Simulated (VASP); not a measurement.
Here is the system:

```xyz
2
Lattice="3.5427 0.0000 0.0000 -1.7713 3.0681 0.0000 0.0000 0.0000 5.5571" Properties=species:S:1:pos:R:3 pbc="T T T"
Tl     1.7713     1.0227     4.1678
Tl     0.0000     2.0454     1.3893
```

Calculation: r2SCAN meta-GGA, VASP's PBE PAW potentials (set 64) (plane waves; VASP). Settings: PREC = Normal, EDIFF = 1E-5, 400 eV cut-off, 13×13×8 Γ-centred mesh, first-order Methfessel-Paxton smearing of 0.10 eV, potentials Tl_d.

Unless said otherwise, spin-orbit coupling is left out, though it shifts the bands of the heavy elements here.

### Question
Estimate the energy per atom (σ→0), band gap (on the k-mesh) with the smallest direct gap where there is one.

### Answer

| Quantity | Result |
|---|---|
| band gap (on the k-mesh) | none (metal, semimetal or under 0.01 eV) |
| energy per atom (σ→0) | -5130.6 kJ/mol-atom |

Only differences to runs with the same potentials and settings are physical.

The compound is Tl in the hcp structure. It was relaxed first, which changed the volume by +6 %.
